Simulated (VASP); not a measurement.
Calculation: optB88-vdW, VASP's PBE PAW potentials (set 64) (plane waves; VASP 6.6.1).

Input for VASP

### INCAR
```
SYSTEM = Se
PREC = Accurate
ENCUT = 520
EDIFF = 1E-7
NELM = 100
ALGO = Normal
LREAL = .FALSE.
LASPH = .TRUE.
ISMEAR = 0
SIGMA = 0.05
GGA = BO
PARAM1 = 0.1833333333
PARAM2 = 0.22
LUSE_VDW = .TRUE.
AGGAC = 0.0
LMAXMIX = 4
LWAVE = .FALSE.
LCHARG = .FALSE.
ISIF = 4
IBRION = 2
NSW = 30
EDIFFG = -0.01
```

**POSCAR**
```
Se
1
    2.0795707697    -3.6019222185     0.0000000000
    2.0795707697     3.6019222185     0.0000000000
    0.0000000000     0.0000000000     5.1121823193
Se
3
Direct
  0.0000000000   0.2409941092   0.6666670000
  0.7590058908   0.7590058908   0.0000000000
  0.2409941092   0.0000000000   0.3333330000
```

### KPOINTS
```
Automatic mesh
0
Gamma
6 6 5
0 0 0
```

POTCAR, in this order: Se (PBE.64 set). Program: vasp_std.

Output of the run:

### OSZICAR
```
       N       E                     dE             d eps       ncg     rms          rms(c)
DAV:   1     0.945881087439E+02    0.94588E+02   -0.74627E+03   702   0.116E+03
DAV:   2     0.599984977135E+00   -0.93988E+02   -0.90352E+02   944   0.179E+02
DAV:   3    -0.559628307886E+01   -0.61963E+01   -0.61598E+01   807   0.542E+01
DAV:   4    -0.565643284859E+01   -0.60150E-01   -0.60087E-01   817   0.627E+00
DAV:   5    -0.565692615513E+01   -0.49331E-03   -0.49329E-03   852   0.571E-01    0.643E+00
DAV:   6    -0.559731202893E+01    0.59614E-01   -0.46618E-02   757   0.155E+00    0.399E+00
DAV:   7    -0.558182649945E+01    0.15486E-01   -0.90660E-02   752   0.212E+00    0.237E-01
DAV:   8    -0.558092127319E+01    0.90523E-03   -0.10857E-02   717   0.769E-01    0.120E-01
DAV:   9    -0.558100303563E+01   -0.81762E-04   -0.38744E-04   917   0.150E-01    0.419E-02
DAV:  10    -0.558103755979E+01   -0.34524E-04   -0.48584E-05   757   0.672E-02    0.820E-03
DAV:  11    -0.558103878912E+01   -0.12293E-05   -0.61968E-06   857   0.182E-02    0.469E-03
DAV:  12    -0.558103833493E+01    0.45419E-06   -0.14690E-06   782   0.900E-03    0.248E-03
DAV:  13    -0.558103821226E+01    0.12267E-06   -0.18834E-07   571   0.324E-03    0.346E-04
DAV:  14    -0.558103816765E+01    0.44614E-07   -0.22841E-08   381   0.123E-03
   1 F= -.55810382E+01 E0= -.55810382E+01  d E =-.558104E+01
       N       E                     dE             d eps       ncg     rms          rms(c)
DAV:   1    -0.558624237016E+01   -0.52042E-02   -0.45998E-01   702   0.418E+00    0.349E-01
DAV:   2    -0.558813266570E+01   -0.18903E-02   -0.22873E-02   812   0.101E+00    0.928E-02
DAV:   3    -0.558795866594E+01    0.17400E-03   -0.30859E-04   792   0.137E-01    0.521E-02
DAV:   4    -0.558793293642E+01    0.25730E-04   -0.22428E-04   797   0.999E-02    0.157E-02
DAV:   5    -0.558793457088E+01   -0.16345E-05   -0.33332E-05   707   0.418E-02    0.798E-03
DAV:   6    -0.558793419286E+01    0.37802E-06   -0.24843E-06   772   0.122E-02    0.311E-03
DAV:   7    -0.558793421392E+01   -0.21063E-07   -0.19921E-07   716   0.395E-03
   2 F= -.55879342E+01 E0= -.55879342E+01  d E =-.689605E-02
       N       E                     dE             d eps       ncg     rms          rms(c)
DAV:   1    -0.558829999446E+01   -0.36580E-03   -0.39056E-01   702   0.385E+00    0.314E-01
DAV:   2    -0.558992555386E+01   -0.16256E-02   -0.19442E-02   812   0.932E-01    0.848E-02
DAV:   3    -0.558978334393E+01    0.14221E-03   -0.25013E-04   782   0.124E-01    0.479E-02
DAV:   4    -0.558976121267E+01    0.22131E-04   -0.18722E-04   787   0.915E-02    0.140E-02
DAV:   5    -0.558976258924E+01   -0.13766E-05   -0.28404E-05   702   0.386E-02    0.734E-03
DAV:   6    -0.558976224943E+01    0.33981E-06   -0.20658E-06   772   0.112E-02    0.294E-03
DAV:   7    -0.558976227095E+01   -0.21517E-07   -0.16552E-07   678   0.361E-03
   3 F= -.55897623E+01 E0= -.55897623E+01  d E =-.872410E-02
       N       E                     dE             d eps       ncg     rms          rms(c)
DAV:   1    -0.558976370257E+01   -0.14531E-05   -0.99200E-04   702   0.194E-01    0.163E-02
DAV:   2    -0.558976815868E+01   -0.44561E-05   -0.48741E-05   812   0.467E-02    0.424E-03
DAV:   3    -0.558976806392E+01    0.94764E-07   -0.61598E-07   777   0.615E-03
   4 F= -.55897681E+01 E0= -.55897681E+01  d E =-.872990E-02
       N       E                     dE             d eps       ncg     rms          rms(c)
DAV:   1    -0.558987745524E+01   -0.10930E-03   -0.40750E-03   707   0.393E-01    0.347E-02
DAV:   2    -0.558985620183E+01    0.21253E-04   -0.96912E-05   822   0.681E-02    0.184E-02
DAV:   3    -0.558984942082E+01    0.67810E-05   -0.23207E-05   777   0.321E-02    0.503E-03
DAV:   4    -0.558984974381E+01   -0.32298E-06   -0.24876E-06   752   0.114E-02    0.237E-03
DAV:   5    -0.558984978135E+01   -0.37541E-07   -0.73117E-08   411   0.226E-03
   5 F= -.55898498E+01 E0= -.55898498E+01  d E =-.817174E-04
       N       E                     dE             d eps       ncg     rms          rms(c)
DAV:   1    -0.558993273040E+01   -0.82987E-04   -0.50855E-03   707   0.439E-01    0.390E-02
DAV:   2    -0.558990661879E+01    0.26112E-04   -0.12156E-04   822   0.762E-02    0.207E-02
DAV:   3    -0.558989827387E+01    0.83449E-05   -0.28907E-05   777   0.359E-02    0.563E-03
DAV:   4    -0.558989869953E+01   -0.42566E-06   -0.31059E-06   752   0.128E-02    0.266E-03
DAV:   5    -0.558989874702E+01   -0.47494E-07   -0.90715E-08   451   0.251E-03
   6 F= -.55898987E+01 E0= -.55898987E+01  d E =-.130683E-03
```

### OUTCAR
```
------------------------ aborting loop because EDIFF is reached ----------------------------------------
  FORCE on cell =-STRESS in cart. coord.  units (eV):
  Direction    XX          YY          ZZ          XY          YZ          ZX
  --------------------------------------------------------------------------------------
  Total        0.3217594      0.3217594      0.3404072      0.0000000     -0.0000000      0.0000000
  in kB        6.7312768      6.7312768      7.1213927      0.0000000     -0.0000000      0.0000000
  external PRESSURE =       6.8613154 kB  Pullay stress =       0.0000000 kB
  volume of cell :       76.59
      direct lattice vectors                 reciprocal lattice vectors
     2.068710410 -3.583111522 -0.000000000     0.241696468 -0.139543522 -0.000000000
     2.068710410  3.583111522  0.000000000     0.241696468  0.139543522  0.000000000
     0.000000000 -0.000000000  5.165999303     0.000000000 -0.000000000  0.193573390
 POSITION                                       TOTAL-FORCE (eV/Angst)
 -----------------------------------------------------------------------------------
      2.57725     -2.70229      3.44400        -0.001455     -0.002520      0.000000
      3.12034     -0.00000      0.00000         0.002910     -0.000000      0.000000
      2.57725      2.70229      1.72200        -0.001455      0.002520     -0.000000
 -----------------------------------------------------------------------------------
    total drift:                               -0.000219     -0.000440      0.000010
  FREE ENERGIE OF THE ION-ELECTRON SYSTEM (eV)
  ---------------------------------------------------
  free  energy   TOTEN  =        -5.5898987470 eV

  energy  without entropy=       -5.5898987470  energy(sigma->0) =       -5.58989875

 reached required accuracy - stopping structural energy minimisation
```
(Selected blocks of OUTCAR.)

CONTCAR:
```
Se
   1.00000000000000
     2.0687104096401869   -3.5831115222298298   -0.0000000000000000
     2.0687104096401869    3.5831115222298298    0.0000000000000000
     0.0000000000000000   -0.0000000000000000    5.1659993032594507
  Se
     3
Direct
     0.9999999999998990    0.2458245943148028    0.6666669999999968
     0.7541754056852981    0.7541754056852981    0.0000000000000000
     0.2458245943148028    0.9999999999998990    0.3333330000000032
```

### OUTCAR
```
 val. band max:        3.0542621498   @ k =   0.3333   0.3333   0.4000

 cond. band min:       4.0451149146   @ k =   0.0000   0.0000   0.4000


 Fermi energy:         3.2838749312

 k-point     1 :       0.0000    0.0000    0.0000
  band No.  band energies     occupation
      1     -12.5529      2.00000
      2      -8.7266      2.00000
      3      -8.7266      2.00000
      4      -0.3762      2.00000
      5      -0.2664      2.00000
      6      -0.2664      2.00000
      7       1.3535      2.00000
      8       1.3536      2.00000
      9       2.6303      2.00000
     10       4.5337      0.00000
     11       4.5337      0.00000
     12       5.1122      0.00000
     13       9.6650      0.00000

 k-point     2 :       0.1667    0.0000    0.0000
  band No.  band energies     occupation
      1     -12.3905      2.00000
      2      -8.8214      2.00000
      3      -8.6979      2.00000
      4      -1.3079      2.00000
      5      -0.7772      2.00000
      6      -0.2871      2.00000
      7       1.5297      2.00000
      8       1.9265      2.00000
      9       2.4583      2.00000
     10       4.4149      0.00000
     11       4.5399      0.00000
     12       5.2020      0.00000
     13       9.2667      0.00000

 k-point     3 :       0.3333    0.0000    0.0000
  band No.  band energies     occupation
      1     -11.9942      2.00000
      2      -9.1312      2.00000
      3      -8.6358      2.00000
      4      -1.9745      2.00000
      5      -1.3550      2.00000
      6      -0.5776      2.00000
      7       0.7901      2.00000
      8       1.7671      2.00000
      9       2.2458      2.00000
     10       4.5789      0.00000
     11       4.7943      0.00000
     12       6.2452      0.00000
     13       8.2586      0.00000

 k-point     4 :       0.5000    0.0000    0.0000
  band No.  band energies     occupation
      1     -11.7342      2.00000
      2      -9.3741      2.00000
      3      -8.6024      2.00000
...
```

The compound is Se in the trig structure. This cell is one point of a volume scan, at 0.97 of the reference volume. Symmetry was kept, so distortions that lower it aren't found.
